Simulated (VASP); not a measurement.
A convergence study with VASP on Mg (space group no. 194 when undisturbed): a few settings are varied, all else stays as given below, so the limit is that of these other settings. One atom is moved off its site, so that forces are finite.

```xyz
2
Lattice="1.6002 -2.7716 0.0000 1.6002 2.7716 0.0000 0.0000 0.0000 5.1944" Properties=species:S:1:pos:R:3 pbc="T T T"
Mg     1.6002     0.9239     1.3486
Mg     1.6002    -0.9239     3.8958
```

Level of theory: LDA (Ceperley-Alder, Perdew-Zunger), VASP's LDA PAW potentials (set 64) (plane waves; VASP). The last row used: 300 eV cut-off, 20×20×12 Γ-centred mesh, Fermi-Dirac smearing of 0.010 eV, potentials Mg.

```csv
setting,E (eV/atom),pressure (GPa),largest force (eV/Å),irreducible k-points
SIGMA = 1.0,-1.8019,0.62,0.120,473
SIGMA = 0.5,-1.7933,-1.66,0.118,473
SIGMA = 0.3,-1.7944,-2.19,0.118,473
SIGMA = 0.2,-1.7949,-2.37,0.118,473
SIGMA = 0.1,-1.7952,-2.48,0.119,473
SIGMA = 0.05,-1.7953,-2.49,0.120,473
SIGMA = 0.02,-1.7953,-2.49,0.121,473
SIGMA = 0.01,-1.7952,-2.50,0.122,473
```

VASP warned of too few bands at SIGMA = 1.0; SIGMA = 0.5.

Left out are rungs that failed or repeat a setting and relaxations that didn't move; long series are thinned to 24 rows.

The structure is a typed Mg crystal (space group no. 194). The cell was not relaxed at this level, it is distorted from the ideal structure. VASP warned that the highest band is occupied, so more bands are needed.
